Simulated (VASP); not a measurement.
Data:

```
MgO
1.0
    0.00000     2.15520     2.15520
    2.15520     0.00000     2.15520
    2.15520     2.15520     0.00000
Mg O
1 1
Direct
  0.00000   0.00000   0.00000
  0.50000   0.50000   0.50000
```

Method: revTPSS meta-GGA, VASP's PBE PAW potentials (set 64) (plane waves; VASP). Numerical set-up: 520 eV cut-off, 11×11×11 Γ-centred mesh, Gaussian smearing of 0.050 eV, potentials Mg O.

Task: Estimate the energy per atom (σ→0), pressure, band gap (on the k-mesh) with the smallest direct gap where there is one.

Result: 
```json
{
  "band gap (on the k-mesh)": "4.14 eV",
  "smallest direct gap (on the k-mesh)": "4.14 eV",
  "energy per atom (σ→0)": "-7.532 eV/atom",
  "pressure": "-8.19 GPa"
}
```

Total energies compare only between runs with the same potentials, cut-off and functional.

The compound is MgO in the rock salt structure. This cell is one point of a volume scan, at 1.06 of the reference volume.
